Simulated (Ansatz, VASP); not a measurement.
**Mg2Be: VASP beside Ansatz**

Contents of INCAR:

```
SYSTEM = Mg2Be
PREC = Accurate
ENCUT = 520
EDIFF = 1E-7
ISMEAR = 0
SIGMA = 0.1
LREAL = .FALSE.
LASPH = .TRUE.
NELM = 60
ALGO = Normal
ISIF = 2
LWAVE = .FALSE.
LCHARG = .FALSE.
GGA = PE
NBANDS = 10
```

KPOINTS

```
regular mesh
0
G
  6 6 6
  0 0 0
```

The input POSCAR:

```
Mg2Be
1.0
    4.6341089100      0.0000000000      0.0000000000
   -2.3170544600      4.0132560400      0.0000000000
    0.0000000000      0.0000000000      2.8407087600
Mg Be
2 1
Direct
    0.3333333300      0.6666666700      0.5000000000
    0.6666666700      0.3333333300      0.5000000000
    0.0000000000      0.0000000000      0.0000000000
```

Input for Ansatz:

```yaml
crystal:
  lattice:
    - [4.63410891, 0.0, 0.0]
    - [-2.31705446, 4.01325604, 0.0]
    - [0.0, 0.0, 2.84070876]
  atoms:
    - { symbol: Mg, position: [0.33333333, 0.66666667, 0.5] }
    - { symbol: Mg, position: [0.66666667, 0.33333333, 0.5] }
    - { symbol: Be, position: [0.0, 0.0, 0.0] }
basis:
  ecutwfc: 420
kpoints:
  mp_grid: { grid: [6, 6, 6] }
hamiltonian:
  xc: pbe
scf:
  occupations: { method: gaussian, width: 0.1 }
  lower_state_search: "off"
output:
  forces: true
  stress: true
  eigenvalues: true
```

Alike in both runs: task single point; functional PBE; k mesh 6 × 6 × 6; occupations gaussian, width 0.1 eV; no spin polarisation.

|  | VASP | Ansatz |
| --- | --- | --- |
| version | VASP 6.6.1 | Ansatz 0.2.0 |
| potentials or method | VASP PAW PBE potentials, release 64 (Mg, Be) | scalar-relativistic, plane waves, PAW |
| plane-wave cutoff (eV) | 520 | 420 |
| valence electrons in the cell | 6 | 22 |

|  | VASP | Ansatz | Ansatz less VASP |
| --- | --- | --- | --- |
| gap on the k mesh at the Fermi level (eV) | none | none | - |
| pressure (GPa) | 0.4 | 0.4 | +0.07 |
| largest component of the traceless stress (GPa) | 5.14 | 5.13 | -0.010 |

A gap of «none» marks a metal or a gap that the smearing closes. The two sets of potentials don't hold the same shells in valence.

Caveats: the k mesh is coarse (spacing up to 0.37 Å⁻¹), so the values aren't converged.
